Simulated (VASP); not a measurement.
Level of theory: TPSS meta-GGA, VASP's PBE PAW potentials (set 64) (plane waves; VASP).

VASP ran on this input.

KPOINTS:
```
Automatic mesh
0
Gamma
7 7 7
0 0 0
```

**INCAR**
```
! general
SYSTEM   =  KCl
PREC     =  Accurate
ENCUT    =  520
LREAL    =  F
LASPH    =  T

! electronic loop
EDIFF    =  1E-6
NELM     =  100
ALGO     =  Normal
LMIXTAU  =  T

! smearing
ISMEAR   =  0
SIGMA    =  0.05

! functional
METAGGA  =  TPSS

! ions
IBRION   =  2
NSW      =  60
ISIF     =  3
EDIFFG   =  -0.01

! output
LWAVE    =  F
LCHARG   =  F
```

### POSCAR
```
KCl
1
    0.0000000000     3.2119418359     3.2119418359
    3.2119418359     0.0000000000     3.2119418359
    3.2119418359     3.2119418359    -0.0000000000
K Cl
1 1
Direct
  0.0000000000   0.0000000000   0.0000000000
  0.5000000000   0.5000000000   0.5000000000
```

POTCAR, in this order: K_sv Cl (PBE.64 set). Program: vasp_std.

The run wrote:

OSZICAR:
```
       N       E                     dE             d eps       ncg     rms          rms(c)
DAV:   1     0.129301078833E+03    0.12930E+03   -0.78966E+03   480   0.150E+03
DAV:   2    -0.996197834105E+00   -0.13030E+03   -0.12034E+03   820   0.327E+02
DAV:   3    -0.103817591339E+02   -0.93856E+01   -0.93112E+01   612   0.838E+01
DAV:   4    -0.108262133774E+02   -0.44445E+00   -0.44380E+00   852   0.242E+01
DAV:   5    -0.108306847330E+02   -0.44714E-02   -0.44704E-02   608   0.193E+00    0.100E+02
DAV:   6    -0.177645783626E+02   -0.69339E+01   -0.12739E+02   480   0.173E+02    0.372E+01
DAV:   7    -0.187697993590E+02   -0.10052E+01   -0.87070E-01   640   0.123E+01    0.253E+01
DAV:   8    -0.187394257097E+02    0.30374E-01   -0.72881E-01   572   0.851E+00    0.987E+00
DAV:   9    -0.187885865973E+02   -0.49161E-01   -0.18642E-01   764   0.474E+00    0.736E+00
DAV:  10    -0.187637581610E+02    0.24828E-01   -0.89777E-02   488   0.299E+00    0.120E+00
DAV:  11    -0.188246420708E+02   -0.60884E-01   -0.50272E-02   580   0.303E+00    0.500E-01
DAV:  12    -0.168208561663E+05   -0.16802E+05   -0.16106E+05   760   0.383E+01    0.223E+02
DAV:  13     0.104166139151E+03    0.16925E+05   -0.23245E+04   596   0.139E+03    0.188E+02
DAV:  14     0.267027278874E+00   -0.10390E+03   -0.93437E+02   668   0.174E+02    0.244E+01
DAV:  15    -0.171832567586E+02   -0.17450E+02   -0.13646E+02   760   0.600E+01    0.399E+00
DAV:  16    -0.185715131564E+02   -0.13883E+01   -0.14715E+01   612   0.188E+01    0.184E+01
DAV:  17    -0.188023937539E+02   -0.23088E+00   -0.49865E-01   612   0.910E+00    0.526E+00
DAV:  18    -0.188337791984E+02   -0.31385E-01   -0.71801E-02   596   0.401E+00    0.399E+00
DAV:  19    -0.188281269207E+02    0.56523E-02   -0.47932E-03   636   0.809E-01    0.321E+00
DAV:  20    -0.188275719581E+02    0.55496E-03   -0.40136E-03   728   0.603E-01    0.260E+00
DAV:  21    -0.188271521590E+02    0.41980E-03   -0.68414E-04   608   0.338E-01    0.256E+00
DAV:  22    -0.188305195200E+02   -0.33674E-02   -0.70178E-03   540   0.823E-01    0.137E+00
DAV:  23    -0.188302171524E+02    0.30237E-03   -0.13928E-03   568   0.426E-01    0.821E-01
DAV:  24    -0.188298591729E+02    0.35798E-03   -0.23202E-03   536   0.506E-01    0.429E-01
DAV:  25    -0.188297156196E+02    0.14355E-03   -0.64943E-04   568   0.224E-01    0.252E-01
DAV:  26    -0.188306997640E+02   -0.98414E-03   -0.32345E-04   592   0.169E-01    0.201E-01
DAV:  27    -0.188308060390E+02   -0.10628E-03   -0.32895E-05   644   0.677E-02    0.236E-01
DAV:  28    -0.188306949311E+02    0.11111E-03   -0.31399E-05   560   0.510E-02    0.332E-01
DAV:  29    -0.188307309837E+02   -0.36053E-04   -0.12761E-05   564   0.520E-02    0.358E-01
DAV:  30    -0.188307506327E+02   -0.19649E-04   -0.46770E-06   572   0.248E-02    0.368E-01
DAV:  31    -0.188307548086E+02   -0.41759E-05   -0.20013E-06   572   0.216E-02    0.366E-01
DAV:  32    -0.188306889488E+02    0.65860E-04   -0.27722E-06   548   0.194E-02    0.362E-01
DAV:  33    -0.188305667709E+02    0.12218E-03   -0.76520E-06   536   0.363E-02    0.348E-01
DAV:  34    -0.188301936904E+02    0.37308E-03   -0.54094E-05   528   0.676E-02    0.313E-01
DAV:  35    -0.188301195179E+02    0.74173E-04   -0.22762E-04   520   0.159E-01    0.247E-01
DAV:  36    -0.188305995436E+02   -0.48003E-03   -0.13284E-03   480   0.354E-01    0.203E-01
DAV:  37    -0.188305463207E+02    0.53223E-04   -0.17662E-05   544   0.429E-02    0.194E-01
DAV:  38    -0.188305722942E+02   -0.25974E-04   -0.99142E-05   496   0.121E-01    0.172E-01
DAV:  39    -0.188308480889E+02   -0.27579E-03   -0.26211E-04   480   0.208E-01    0.965E-02
DAV:  40    -0.188309268314E+02   -0.78742E-04   -0.92450E-06   564   0.332E-02    0.801E-02
DAV:  41    -0.188313526924E+02   -0.42586E-03   -0.10131E-04   484   0.120E-01    0.306E-02
DAV:  42    -0.188314085996E+02   -0.55907E-04   -0.51578E-06   608   0.234E-02    0.216E-02
DAV:  43    -0.188314067738E+02    0.18258E-05   -0.45933E-07   400   0.102E-02    0.195E-02
DAV:  44    -0.188314128850E+02   -0.61112E-05   -0.13095E-07   384   0.491E-03    0.176E-02
DAV:  45    -0.188314043451E+02    0.85399E-05   -0.80598E-08   316   0.374E-03    0.174E-02
DAV:  46    -0.188314087744E+02   -0.44293E-05   -0.33456E-08   300   0.184E-03    0.171E-02
DAV:  47    -0.188314097635E+02   -0.98902E-06   -0.95306E-09   300   0.848E-04
   1 F= -.18831410E+02 E0= -.18831410E+02  d E =-.188314E+02
```

File OUTCAR:
```
------------------------ aborting loop because EDIFF is reached ----------------------------------------
  FORCE on cell =-STRESS in cart. coord.  units (eV):
  Direction    XX          YY          ZZ          XY          YZ          ZX
  --------------------------------------------------------------------------------------
  Total        0.0094730      0.0094730      0.0094730      0.0000000      0.0000000     -0.0000000
  in kB        0.2290166      0.2290166      0.2290166      0.0000000      0.0000000     -0.0000000
  external PRESSURE =       0.2290166 kB  Pullay stress =       0.0000000 kB
  volume of cell :       66.27
      direct lattice vectors                 reciprocal lattice vectors
     0.000000000  3.211941836  3.211941836    -0.155669070  0.155669070  0.155669070
     3.211941836  0.000000000  3.211941836     0.155669070 -0.155669070  0.155669070
     3.211941836  3.211941836  0.000000000     0.155669070  0.155669070 -0.155669070
  FREE ENERGIE OF THE ION-ELECTRON SYSTEM (eV)
  ---------------------------------------------------
  free  energy   TOTEN  =       -18.8314097635 eV

  energy  without entropy=      -18.8314097635  energy(sigma->0) =      -18.83140976

 reached required accuracy - stopping structural energy minimisation
```
(Selected blocks of OUTCAR.)

**OUTCAR**
```
 val. band max:       -2.1863278082   @ k =   0.0000   0.0000   0.0000

 cond. band min:       3.3059274402   @ k =   0.0000   0.0000   0.0000


 Fermi energy:        -1.9534872372

 k-point     1 :       0.0000    0.0000    0.0000
  band No.  band energies     occupation
      1     -30.0086      2.00000
      2     -14.5009      2.00000
      3     -13.0889      2.00000
      4     -13.0889      2.00000
      5     -13.0889      2.00000
      6      -2.1863      2.00000
      7      -2.1863      2.00000
      8      -2.1863      2.00000
      9       3.3059      0.00000
     10       6.5649      0.00000
     11       6.5649      0.00000
     12       6.5650      0.00000

 k-point     2 :       0.1429    0.0000    0.0000
  band No.  band energies     occupation
      1     -30.0072      2.00000
      2     -14.5303      2.00000
      3     -13.0903      2.00000
      4     -13.0903      2.00000
      5     -13.0509      2.00000
      6      -2.3888      2.00000
      7      -2.2400      2.00000
      8      -2.2400      2.00000
      9       3.7497      0.00000
     10       6.4217      0.00000
     11       6.8057      0.00000
     12       6.8058      0.00000

 k-point     3 :       0.2857    0.0000    0.0000
  band No.  band energies     occupation
      1     -30.0042      2.00000
      2     -14.5916      2.00000
      3     -13.0932      2.00000
      4     -13.0932      2.00000
      5     -12.9700      2.00000
      6      -2.7820      2.00000
      7      -2.3563      2.00000
      8      -2.3562      2.00000
      9       4.7596      0.00000
     10       6.3379      0.00000
     11       7.4780      0.00000
     12       7.4781      0.00000

 k-point     4 :       0.4286    0.0000    0.0000
  band No.  band energies     occupation
      1     -30.0018      2.00000
      2     -14.6368      2.00000
      3     -13.0956      2.00000
      4     -13.0956      2.00000
      5     -12.9088      2.00000
      6      -3.0551      2.00000
...
```

The compound is KCl in the rock salt structure. It was relaxed first, which changed the volume by +7 %. The start is the result of an earlier pass.
